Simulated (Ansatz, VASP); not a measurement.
## CoCl2 in two plane-wave programs

Wanted: the spread between two codes on one cell, functional and k mesh. The structure shown is the end of the VASP relaxation below.

Main program and level: Ansatz 0.2.0; plane waves, with VASP 6.6.1 beside it; single point at r2SCAN and band structure at r2SCAN.

## (1) Set-up

The cell holds 6 atoms: 4 Cl and 2 Co. Its edges and angles: a = 3.540 Å, b = 3.540 Å, c = 23.621 Å, α = 90.0°, β = 90.0°, γ = 120.0°. It derives from CoCl2. As first built, before any earlier steps moved the atoms: kind sheets cut from a layered crystal; sheets 2. Vacuum lies along c.

## (2) VASP: relaxation, r2SCAN

This run makes the geometry at which the two programs are then compared.

Lines of VASP's logs that name or quote its potential files are left out, and so is its time.

Input file INCAR:

```
SYSTEM = CoCl2
PREC = Normal
ENCUT = 300
EDIFF = 1E-05
NELM = 120
ISMEAR = 0
SIGMA = 0.05
LREAL = .FALSE.
ALGO = Normal
METAGGA = R2SCAN
LASPH = .TRUE.
NBANDS = 35
ISPIN = 2
MAGMOM = 0 0 0 0 2 2
LMAXMIX = 4
LORBIT = 11
LWAVE = .FALSE.
LCHARG = .FALSE.
KPAR = 2
IBRION = 2
NSW = 40
ISIF = 2
EDIFFG = -0.03
POTIM = 0.4
MAXMIX = 40
IDIPOL = 3
LDIPOL = .TRUE.
DIPOL = 0.5 0.5 0.5
```

Input file POSCAR:

```
CoCl2
1.0
    3.5400119550      0.0000000000      0.0000000000
   -1.7700059770      3.0657402820      0.0000000000
    0.0000000000      0.0000000000     23.6212516423
Cl Co
4 2
Direct
    0.3333333330      0.6666666670      0.6824893060
    0.6666666670      0.3333333330      0.5703553090
    0.3333333330      0.6666666670      0.4296446910
    0.6666666670      0.3333333330      0.3175106940
    0.0000000000      0.0000000000      0.6264223070
    0.0000000000      0.0000000000      0.3735776930
```

Input file KPOINTS:

```
Automatic mesh
0
Gamma
9 9 1
0 0 0
```

The projector-augmented-wave data sets are Cl and Co (PBE family, release 64).

Started as:

```sh
$ mpirun -np 2 vasp_std
```

Numbers of over 12 decimals in the logs are rounded to 6 here.

Output:

```text
[banner, memory and clock lines left out]
running    2 mpi-ranks, on    1 nodes
 distrk:  each k-point on    1 cores,    2 groups
 distr:  one band on    1 cores,    1 groups

 POSCAR found type information on POSCAR ClCo
 POSCAR found :  2 types and       6 ions
|                                                                             |
|               ----> ADVICE to this user running VASP <----                  |
|                                                                             |
|     You enforced a specific xc type in the INCAR file but a different       |
|     [... a line on the potential file left out ...]
|     I HOPE YOU KNOW WHAT YOU ARE DOING!                                     |
|                                                                             |

 LDA part: xc-table for (None), standard interpolation
 POSCAR, INCAR and KPOINTS ok, starting setup
 FFT: planning ... GRIDC
 FFT: planning ... GRID_SOFT
 FFT: planning ... GRID
 WAVECAR not read
 entering main loop
       N       E                     dE             d eps       ncg     rms          rms(c)
DAV:   1     0.274585872356E+03    0.27459E+03   -0.13924E+04  1680   0.734E+02
DAV:   2    -0.213285065608E+02   -0.29591E+03   -0.27631E+03  1906   0.223E+02
DAV:   3    -0.665429603408E+02   -0.45214E+02   -0.44539E+02  2077   0.940E+01
DAV:   4    -0.678382807093E+02   -0.12953E+01   -0.12915E+01  2045   0.203E+01
DAV:   5    -0.678802437178E+02   -0.41963E-01   -0.41941E-01  2320   0.351E+00    0.217E+01
DAV:   6    -0.570572290298E+02    0.10823E+02   -0.60842E+01  2235   0.801E+01    0.301E+01
DAV:   7    -0.553675949931E+02    0.16896E+01   -0.93367E+00  2035   0.555E+01    0.124E+01
DAV:   8    -0.558645888825E+02   -0.49699E+00   -0.58712E+00  2200   0.140E+01    0.691E+00
DAV:   9    -0.554693658573E+02    0.39522E+00   -0.20530E+00  2090   0.142E+01    0.489E+00
DAV:  10    -0.555429508753E+02   -0.73585E-01   -0.67262E-01  2136   0.606E+00    0.337E+00
DAV:  11    -0.559255882923E+02   -0.38264E+00   -0.21010E-01  1957   0.681E+00    0.190E+00
DAV:  12    -0.562469427366E+02   -0.32135E+00   -0.30798E-01  2136   0.447E+00    0.941E-01
DAV:  13    -0.564982536226E+02   -0.25131E+00   -0.30306E-01  2101   0.293E+00    0.870E-01
DAV:  14    -0.565593968121E+02   -0.61143E-01   -0.31646E-02  1889   0.117E+00    0.805E-01
DAV:  15    -0.566049640129E+02   -0.45567E-01   -0.17687E-02  2065   0.680E-01    0.604E-01
DAV:  16    -0.566668729891E+02   -0.61909E-01   -0.41074E-02  1885   0.944E-01    0.368E-01
DAV:  17    -0.566785421534E+02   -0.11669E-01   -0.85930E-03  2196   0.727E-01    0.231E-01
DAV:  18    -0.566809909386E+02   -0.24488E-02   -0.21898E-03  1994   0.305E-01    0.155E-01
DAV:  19    -0.566815145074E+02   -0.52357E-03   -0.61025E-04  1987   0.155E-01    0.922E-02
DAV:  20    -0.566820118564E+02   -0.49735E-03   -0.34514E-04  2132   0.160E-01    0.382E-02
DAV:  21    -0.566820090183E+02    0.28381E-05   -0.96861E-05  1843   0.746E-02
   1 F= -.56682009E+02 E0= -.56682009E+02  d E =-.566820E+02  mag=     6.0004
 curvature:   0.00 expect dE= 0.000E+00 dE for cont linesearch  0.000E+00
 trial: gam= 0.00000 g(F)=  0.191E-03 g(S)=  0.000E+00 ort = 0.000E+00 (trialstep = 0.100E+01)
 search vector abs. value=  0.191E-03
 bond charge predicted
       N       E                     dE             d eps       ncg     rms          rms(c)
DAV:   1    -0.566817980680E+02    0.21379E-03   -0.26503E-02  1835   0.686E-01    0.113E-01
DAV:   2    -0.566818274633E+02   -0.29395E-04   -0.57291E-04  1759   0.146E-01    0.550E-02
DAV:   3    -0.566819792365E+02   -0.15177E-03   -0.92676E-05  1731   0.698E-02    0.189E-02
DAV:   4    -0.566820219242E+02   -0.42688E-04   -0.13849E-05  1459   0.298E-02    0.117E-02
DAV:   5    -0.566821280803E+02   -0.10616E-03   -0.15936E-05  1545   0.297E-02    0.710E-03
DAV:   6    -0.566821888298E+02   -0.60750E-04   -0.68021E-06  1264   0.210E-02    0.362E-03
DAV:   7    -0.566821743766E+02    0.14453E-04   -0.21776E-06  1152   0.125E-02    0.266E-03
DAV:   8    -0.566822006026E+02   -0.26226E-04   -0.18805E-06  1159   0.104E-02    0.146E-03
DAV:   9    -0.566821791159E+02    0.21487E-04   -0.16334E-06  1148   0.100E-02    0.121E-03
DAV:  10    -0.566821651822E+02    0.13934E-04   -0.10820E-06  1223   0.770E-03    0.106E-03
DAV:  11    -0.566821643858E+02    0.79638E-06   -0.84429E-07  1198   0.615E-03
   2 F= -.56682164E+02 E0= -.56682164E+02  d E =-.155367E-03  mag=     5.9998
 trial-energy change:   -0.000155  1 .order   -0.000166   -0.000191   -0.000140
 step:   3.7593(harm=  3.7593)  dis= 0.00687  next Energy=   -56.682368 (dE=-0.359E-03)
 bond charge predicted
       N       E                     dE             d eps       ncg     rms          rms(c)
DAV:   1    -0.566796762155E+02    0.24890E-02   -0.20173E-01  1704   0.189E+00    0.308E-01
DAV:   2    -0.566821526306E+02   -0.24764E-02   -0.32614E-03  2006   0.351E-01    0.371E-02
DAV:   3    -0.566823910251E+02   -0.23839E-03   -0.42486E-04  1787   0.107E-01    0.287E-02
DAV:   4    -0.566823491467E+02    0.41878E-04   -0.20827E-05  1602   0.348E-02    0.214E-02
DAV:   5    -0.566823333357E+02    0.15811E-04   -0.12629E-05  1363   0.281E-02    0.135E-02
DAV:   6    -0.566823388284E+02   -0.54927E-05   -0.71384E-06  1324   0.198E-02
   3 F= -.56682339E+02 E0= -.56682339E+02  d E =-.329810E-03  mag=     5.9990
 curvature:  -1.88 expect dE=-0.182E-03 dE for cont linesearch -0.515E-06
 trial: gam= 0.46942 g(F)=  0.969E-04 g(S)=  0.000E+00 ort = 0.724E-05 (trialstep = 0.155E+01)
 search vector abs. value=  0.146E-03
 reached required accuracy - stopping structural energy minimisation
```

From OUTCAR (step 2):

```text
ion  position               nearest neighbor table
   1  0.333  0.667  0.682-   5 2.44   5 2.44   5 2.44
   2  0.667  0.333  0.570-   5 2.44   5 2.44   5 2.44
   3  0.333  0.667  0.430-   6 2.44   6 2.44   6 2.44
   4  0.667  0.333  0.318-   6 2.44   6 2.44   6 2.44
   5  0.000  0.000  0.626-   2 2.44   2 2.44   2 2.44   1 2.44   1 2.44   1 2.44
   6  0.000  0.000  0.374-   3 2.44   3 2.44   3 2.44   4 2.44   4 2.44   4 2.44

  LATTYP: Found a hexagonal cell.
 ALAT       =     3.5400119550
 C/A-ratio  =     6.6726474211

 Subroutine GETGRP returns: Found 12 space group operations
 (whereof 12 operations were pure point group operations)

The static configuration has the point symmetry D_3d.

 Found     12 irreducible k-points:

   k-points           NKPTS =     12   k-points in BZ     NKDIM =     12   number of bands    NBANDS=     35

   dimension x,y,z NGX =    16 NGY =   16 NGZ =  100
   dimension x,y,z NGXF=    32 NGYF=   32 NGZF=  200

   ENCUT  =  300.0 eV  22.05 Ry    4.70 a.u.   5.00  5.00 33.36*2*pi/ulx,y,z

   NELECT =      46.0000    total number of electrons

 k-points in reciprocal lattice and weights: Automatic mesh
   0.00000000  0.00000000  0.00000000       0.012
   0.11111111  0.00000000  0.00000000       0.074
   0.22222222 -0.00000000  0.00000000       0.074
   0.33333333  0.00000000  0.00000000       0.074
   0.44444444 -0.00000000  0.00000000       0.074
   0.11111111  0.11111111  0.00000000       0.074
   0.22222222  0.11111111  0.00000000       0.148
   0.33333333  0.11111111  0.00000000       0.148
   0.44444444  0.11111111  0.00000000       0.074
   0.22222222  0.22222222  0.00000000       0.074
   0.33333333  0.22222222  0.00000000       0.148
   0.33333333  0.33333333  0.00000000       0.025

 dipolmoment           0.000000      0.000000     -0.000000 electrons x Angstroem

 average (electrostatic) potential at core
       1-100.4085       2-100.3675       3-100.3675       4-100.4085       5 -95.4513
       6 -95.4513

 E-fermi :  -2.0978

 spin component 1
 k-point     1 :       0.0000    0.0000    0.0000
  band No.  band energies     occupation
    ...
     22      -4.1090      1.00000
     23      -2.7333      1.00000
     24      -2.7332      1.00000
     25      -2.7095      1.00000
     26      -2.7094      1.00000
     27       2.7506      0.00000
     28       3.2473      0.00000
     29       4.1777      0.00000
     30       4.2052      0.00000
     31       4.4959      0.00000
    ...

 k-point     2 :       0.1111    0.0000    0.0000
  band No.  band energies     occupation
    ...
     22      -3.9863      1.00000
     23      -3.0457      1.00000
     24      -3.0328      1.00000
     25      -2.8041      1.00000
     26      -2.7744      1.00000
     27       3.2186      0.00000
     28       3.6316      0.00000
     29       4.5758      0.00000
     30       4.7166      0.00000
     31       4.7943      0.00000
    ...

 k-point     3 :       0.2222   -0.0000    0.0000
  band No.  band energies     occupation
    ...
     22      -3.9741      1.00000
     23      -3.5492      1.00000
     24      -3.3259      1.00000
     25      -2.8841      1.00000
     26      -2.8446      1.00000
     27       4.0538      0.00000
     28       4.2011      0.00000
     29       4.9272      0.00000
     30       5.0089      0.00000
     31       5.4650      0.00000
    ...

 k-point     4 :       0.3333    0.0000    0.0000
  band No.  band energies     occupation
    ...
     22      -4.1868      1.00000
     23      -3.3918      1.00000
     24      -3.1813      1.00000
     25      -2.8494      1.00000
     26      -2.8028      1.00000
     27       3.7921      0.00000
     28       3.9304      0.00000
     29       5.0001      0.00000
     30       5.2618      0.00000
     31       6.1250      0.00000
    ...

 k-point     5 :       0.4444   -0.0000    0.0000
  band No.  band energies     occupation
    ...
     22      -4.2591      1.00000
     23      -3.1458      1.00000
     24      -3.0706      1.00000
     25      -2.7976      1.00000
     26      -2.7475      1.00000
     27       3.4271      0.00000
     28       3.5058      0.00000
     29       4.9226      0.00000
     30       5.1104      0.00000
     31       6.5504      0.00000
    ...

 k-point     6 :       0.1111    0.1111    0.0000
  band No.  band energies     occupation
    ...
     22      -3.8861      1.00000
     23      -3.3388      1.00000
     24      -3.2170      1.00000
     25      -2.9860      1.00000
     26      -2.9595      1.00000
     27       3.9144      0.00000
     28       4.1452      0.00000
     29       4.9495      0.00000
     30       5.1758      0.00000
     31       5.4841      0.00000
    ...

  Total       -0.0461819     -0.0461819     -0.1969964     -0.0000000      0.0000000      0.0000000
  in kB       -0.2886288     -0.2886288     -1.2311922     -0.0000000      0.0000000      0.0000000
  external PRESSURE =      -0.6028166 kB  Pullay stress =       0.0000000 kB

  energy-cutoff  :      300.00
  volume of cell :      256.36
      direct lattice vectors                 reciprocal lattice vectors
     3.540011955  0.000000000  0.000000000     0.282484922  0.163092746  0.000000000
    -1.770005977  3.065740282  0.000000000     0.000000000  0.326185491  0.000000000
     0.000000000  0.000000000 23.621251642     0.000000000  0.000000000  0.042334759

 POSITION                                       TOTAL-FORCE (eV/Angst)
 -----------------------------------------------------------------------------------
     -0.00000      2.04383     16.12080        -0.000000     -0.000000      0.026168
      1.77001      1.02191     13.47469        -0.000000      0.000000      0.023596
     -0.00000      2.04383     10.14657         0.000000      0.000000     -0.023596
      1.77001      1.02191      7.50045         0.000000     -0.000000     -0.026168
      0.00000      0.00000     14.80375         0.000000      0.000000     -0.003802
      0.00000      0.00000      8.81750        -0.000000     -0.000000      0.003802
 -----------------------------------------------------------------------------------
    total drift:                                0.000000     -0.000000     -0.000000

  FREE ENERGIE OF THE ION-ELECTRON SYSTEM (eV)
  ---------------------------------------------------
  free  energy   TOTEN  =       -56.6823388284 eV

  energy  without entropy=      -56.6823388284  energy(sigma->0) =      -56.68233883

 reached required accuracy - stopping structural energy minimisation

 vacuum level on the upper side and lower side of the slab         4.374         4.374

 total charge
# of ion       s       p       d       tot
------------------------------------------
    1        1.606   3.564   0.000   5.170
    2        1.607   3.560   0.000   5.167
    3        1.607   3.560   0.000   5.167
    4        1.606   3.564   0.000   5.170
    5        0.294   0.329   7.040   7.662
    6        0.294   0.329   7.040   7.662
--------------------------------------------------
tot          7.014  14.905  14.079  35.998

 magnetization (x)
# of ion       s       p       d       tot
------------------------------------------
    1        0.010   0.131   0.000   0.141
    2        0.010   0.132   0.000   0.143
    3        0.010   0.132   0.000   0.143
    4        0.010   0.131   0.000   0.141
    5        0.019   0.014   2.596   2.629
    6        0.019   0.014   2.596   2.629
--------------------------------------------------
tot          0.079   0.555   5.192   5.826

[... 6 further parts left out ...]
```

CONTCAR:

```
CoCl2
   1.00000000000000
     3.5400119550000002    0.0000000000000000    0.0000000000000000
    -1.7700059770000001    3.0657402820000001    0.0000000000000000
     0.0000000000000000    0.0000000000000000   23.6212516422999990
  Cl              Co
     4     2
Direct
     0.3333333329999988    0.6666666670000012    0.6824703470263157
     0.6666666670000012    0.3333333329999988    0.5704475865321964
     0.3333333329999988    0.6666666670000012    0.4295524134678036
     0.6666666670000012    0.3333333329999988    0.3175296529736842
     0.0000000000000000    0.0000000000000000    0.6267130498840923
     0.0000000000000000    0.0000000000000000    0.3732869501159077
```

The magnetic state follows from one typed start and may not be the lowest.

(Continued in part 2 of 3.)

[Lines on the potential files, build, host, timing and source positions are cut from VASP's logs without a mark.]

[Logs are printed without paths, hosts, clocks, repeated set-up lines and the standing remarks that a program may print on its own settings, such as how far it seeks lower states.]

[Hosts, paths, dates, database ids (printed as entryN), source tags and the programs' standing remarks are cut or masked in the printed files.]
